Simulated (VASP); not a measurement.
Computed with TPSS meta-GGA, VASP's PBE PAW potentials (set 64) (plane waves; VASP).

A VASP calculation is set up with these files.

File POSCAR:
```
InSb
1
    0.0000000000     3.2641717053     3.2641717053
    3.2641717053     0.0000000000     3.2641717053
    3.2641717053     3.2641717053     0.0000000000
In Sb
1 1
Direct
  0.0000000000   1.0000000000   0.0000000000
  0.2500000000   0.2500000000   0.2500000000
```

**INCAR**
```
SYSTEM = InSb
PREC = Accurate
ENCUT = 520
EDIFF = 1E-7
NELM = 100
ALGO = Normal
LREAL = .FALSE.
LASPH = .TRUE.
ISMEAR = 1
SIGMA = 0.1
METAGGA = TPSS
LMIXTAU = .TRUE.
LMAXMIX = 4
LWAVE = .FALSE.
LCHARG = .FALSE.
ISIF = 2
```

**KPOINTS**
```
Regular mesh
0
G
  10 10 10
```

POTCAR, in this order: In_d Sb (PBE.64 set). Program: vasp_std.

Unless said otherwise, spin-orbit coupling is left out, though it shifts the bands of the heavy elements here.

### Question
Estimate the energy per atom (σ→0), pressure, band gap (on the k-mesh).

### Answer

| Property | Result |
|---|---|
| energy per atom (σ→0) | -11.510 eV/atom |
| band gap (on the k-mesh) | none (metal, semimetal or under 0.01 eV) |
| pressure | 1.30 GPa |

**OSZICAR**
```
...
DAV:  15    -0.230203637470E+02   -0.45534E-03   -0.14730E-04  1532   0.146E-01    0.586E-02
DAV:  16    -0.230204412364E+02   -0.77489E-04   -0.65930E-05  1287   0.106E-01    0.996E-03
DAV:  17    -0.230204331789E+02    0.80575E-05   -0.98579E-06  1272   0.242E-02    0.676E-03
DAV:  18    -0.230204548698E+02   -0.21691E-04   -0.10410E-05  1297   0.445E-02    0.217E-03
DAV:  19    -0.230204558701E+02   -0.10003E-05   -0.82853E-07  1392   0.899E-03    0.269E-03
DAV:  20    -0.230204559799E+02   -0.10972E-06   -0.10591E-07   980   0.409E-03    0.212E-03
DAV:  21    -0.230204559986E+02   -0.18775E-07   -0.19076E-07  1145   0.740E-03
   1 F= -.23020456E+02 E0= -.23020547E+02  d E =0.273487E-03
```

The compound is InSb in the zinc blende structure. This cell is one point of a volume scan, at 0.97 of the reference volume.
